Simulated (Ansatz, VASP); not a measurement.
**BiO5: VASP beside Ansatz**

```
Bi O
1.0
     0.00000    3.16159    3.16159
     3.16159    0.00000    3.16159
     3.16159    3.16159    0.00000
Bi O
1 5
Cartesian
  3.1616 3.1616 3.1616
  5.5771 3.9077 3.9077
  5.5771 5.5771 5.5771
  1.5808 1.5808 1.5808
  3.9077 3.9077 5.5771
  3.9077 5.5771 3.9077
```

Change from the starting cell: species swapped into the HfNi5 type (F-43m, No. 216).

Alike in both runs: functional PBE; k mesh 4 × 4 × 4; occupations gaussian, width 0.1 eV; no spin polarisation.

Ansatz relaxed the structure, and its values are those at the end. VASP's run is a single point on that final structure, the one shown.

```csv
,VASP,Ansatz
version,VASP 6.6.1,Ansatz 0.2.0
potentials or method,"VASP PAW PBE potentials, release 64 (Bi_d, O)","scalar-relativistic, plane waves, PAW"
plane-wave cutoff (eV),520,420
valence electrons in the cell,45,45
```

```tsv
	VASP	Ansatz	Ansatz less VASP
gap on the k mesh at the Fermi level (eV)	none	none	-
pressure (GPa)	-0.2	0.0	+0.15
rms of the force components (eV/Å)	0.003	0.001	-0.0024
```

A gap of «none» marks a metal or a gap that the smearing closes.

Caveats: the k mesh is coarse (spacing up to 0.43 Å⁻¹), so the values aren't converged; spin-orbit coupling is left out, which moves the levels of the heavy elements; an odd number of electrons without spin polarisation forces a metal; a magnetic or distorted state may lie lower.
